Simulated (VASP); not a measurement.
An input for Quantum ESPRESSO's pw.x (written as the equivalent of a VASP run, and not itself run):

```
&CONTROL
  calculation = 'scf'
  pseudo_dir = './pseudo'
  outdir = './out'
  tprnfor = .true.
  tstress = .true.
/
&SYSTEM
  ibrav = 0
  nat = 4
  ntyp = 1
  ecutwfc = 82
  occupations = 'smearing'
  smearing = 'methfessel-paxton'
  degauss = 0.00735
  input_dft = 'pbe'
/
&ELECTRONS
  conv_thr = 7.3e-08
  electron_maxstep = 100
/
ATOMIC_SPECIES
  C 12.011 C.upf
CELL_PARAMETERS angstrom
     1.2300000   -2.1304220    0.0000000
     1.2300000    2.1304220    0.0000000
     0.0000000    0.0000000    6.7100000
ATOMIC_POSITIONS crystal
  C    0.0000000  0.0000000  0.2500000
  C    0.0000000  0.0000000  0.7500000
  C    0.3333330  0.6666670  0.2500000
  C    0.6666670  0.3333330  0.7500000
K_POINTS automatic
  13 13 4 0 0 0
```

Problem. Translate this input to VASP (INCAR, KPOINTS, POSCAR, choice of POTCAR).

Solution. This is not unique; one that fits is 
File KPOINTS:
```
Automatic mesh
0
gamma
 13 13 4
```

**INCAR**
```
ALGO  =  Normal
EDIFF  =  1E-6
ENCUT  =  520
GGA  =  PE
ISIF  =  2
ISMEAR  =  1
LASPH  =  .TRUE.
LCHARG  =  .FALSE.
LREAL  =  .FALSE.
LWAVE  =  .FALSE.
NBANDS  =  9
NELM  =  100
PREC  =  Accurate
SIGMA  =  0.1
SYSTEM  =  C
```

### POSCAR
```
C
1
    1.2300000000    -2.1304220000     0.0000000000
    1.2300000000     2.1304220000     0.0000000000
    0.0000000000     0.0000000000     6.7100000000
C
4
Direct
  0.0000000000   0.0000000000   0.2500000000
  0.0000000000   0.0000000000   0.7500000000
  0.3333330000   0.6666670000   0.2500000000
  0.6666670000   0.3333330000   0.7500000000
```

POTCAR, in this order: C (PBE.64 set). Program: vasp_std.

The two are equivalent in intent, not identical: the potentials are each code's own (VASP's PAW set, PseudoDojo norm-conserving files in pw.x), so ENCUT and ecutwfc are chosen apart and not converted; conv_thr bounds pw.x's estimated SCF error, while EDIFF bounds the energy change between steps; the number of bands isn't carried over, since the valence differs with the files.

The compound is C in the graphite structure. The cell was not relaxed at this level. The run is one of a series of settings (NBANDS = 9 against the base run), some of them coarse on purpose.
